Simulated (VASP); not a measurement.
An input for Quantum ESPRESSO's pw.x (written as the equivalent of a VASP run, and not itself run):

```
&CONTROL
  calculation = 'scf'
  pseudo_dir = './pseudo'
  outdir = './out'
  tprnfor = .true.
  tstress = .true.
/
&SYSTEM
  ibrav = 0
  nat = 2
  ntyp = 2
  ecutwfc = 84
  occupations = 'smearing'
  smearing = 'methfessel-paxton'
  degauss = 0.00735
  input_dft = 'pbesol'
/
&ELECTRONS
  conv_thr = 7.3e-09
  electron_maxstep = 100
/
ATOMIC_SPECIES
  Ti 47.867 Ti.upf
  Al 26.982 Al.upf
CELL_PARAMETERS angstrom
     2.7975383    0.0000000    0.0000000
     0.0000000    2.7975383    0.0000000
     0.0000000    0.0000000    4.1446994
ATOMIC_POSITIONS crystal
  Ti   0.0000000  0.0000000  0.0000000
  Al   0.5000000  0.5000000  0.5000000
K_POINTS automatic
  12 12 8 0 0 0
```

Q: Translate this input to VASP (INCAR, KPOINTS, POSCAR, choice of POTCAR).

A: One answer among several that fit: 
**POSCAR**
```
TiAl
1
    2.7975382944     0.0000000000     0.0000000000
    0.0000000000     2.7975382944     0.0000000000
    0.0000000000     0.0000000000     4.1446994425
Ti Al
1 1
Direct
  0.0000000000   0.0000000000   0.0000000000
  0.5000000000   0.5000000000   0.5000000000
```

INCAR:
```
SYSTEM = TiAl
PREC = Accurate
ENCUT = 480
EDIFF = 1E-7
NELM = 100
ALGO = Normal
LREAL = .FALSE.
LASPH = .TRUE.
ISMEAR = 1
SIGMA = 0.1
GGA = PS
LMAXMIX = 4
LWAVE = .FALSE.
LCHARG = .FALSE.
ISIF = 2
```

File KPOINTS:
```
Automatic mesh
0
Gamma
12 12 8
0 0 0
```

POTCAR, in this order: Ti_sv Al (PBE.64 set). Program: vasp_std.

The two are equivalent in intent, not identical: the potentials are each code's own (VASP's PAW set, PseudoDojo norm-conserving files in pw.x), so ENCUT and ecutwfc are chosen apart and not converted; conv_thr bounds pw.x's estimated SCF error, while EDIFF bounds the energy change between steps.

The compound is TiAl in the L1_0 structure. This cell was strained or had an atom moved on purpose.
